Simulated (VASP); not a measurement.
An input for Ansatz (written as the equivalent of a VASP run, and not itself run):

Ansatz 0.2 input:
```yaml
crystal:
  lattice:
    - [2.8300000, 0.0000000, 0.0000000]
    - [0.0000000, 2.8300000, 0.0000000]
    - [0.0000000, 0.0000000, 4.0700000]
  atoms:
    - { symbol: Ti, position: [0.0000000, 0.0000000, 0.0000000] }
    - { symbol: Al, position: [0.5000000, 0.5000000, 0.5000000] }
kpoints:
  mp_grid: { grid: [12, 12, 8] }
hamiltonian:
  xc: pbe
  pseudopotentials: { kind: paw }
scf:
  occupations: { method: methfessel_paxton, width: 0.1 }
  max_iter: 100
output: { forces: true, stress: true, eigenvalues: true }
```

Q: Translate this input to VASP (INCAR, KPOINTS, POSCAR, choice of POTCAR).

A: One answer among several that fit: 
### POSCAR
```
TiAl
1
    2.8300000000     0.0000000000     0.0000000000
    0.0000000000     2.8300000000     0.0000000000
    0.0000000000     0.0000000000     4.0700000000
Ti Al
1 1
Direct
  0.0000000000   0.0000000000   0.0000000000
  0.5000000000   0.5000000000   0.5000000000
```

### INCAR
```
! general
SYSTEM  = TiAl
PREC    = Accurate
ENCUT   = 400
LREAL   = .FALSE.
LASPH   = .TRUE.

! electronic loop
EDIFF   = 1E-6
NELM    = 100
ALGO    = Normal
IMIX    = 4
AMIX    = 0.1
BMIX    = 0.0001
LMAXMIX = 4

! smearing
ISMEAR  = 1
SIGMA   = 0.1

! functional
GGA     = PE

! ions
ISIF    = 2

! output
LWAVE   = .FALSE.
LCHARG  = .FALSE.
```

File KPOINTS:
```
Automatic
0
Gamma
 12 12 8
```

POTCAR, in this order: Ti_sv Al (PBE.64 set). Program: vasp_std.

What does not carry over: each code has its own PAW files, so the cut-off isn't converted (ENCUT is set for VASP's; basis.ecutwfc is left out, and Ansatz then takes the one that its files recommend); Ansatz stops its SCF on the density residual and VASP on the energy change (EDIFF).

The compound is TiAl in the L1_0 structure. The cell was not relaxed at this level. The run is one of a series of settings (AMIX = 0.1, BMIX = 0.0001, IMIX = 4 against the base run), some of them coarse on purpose.
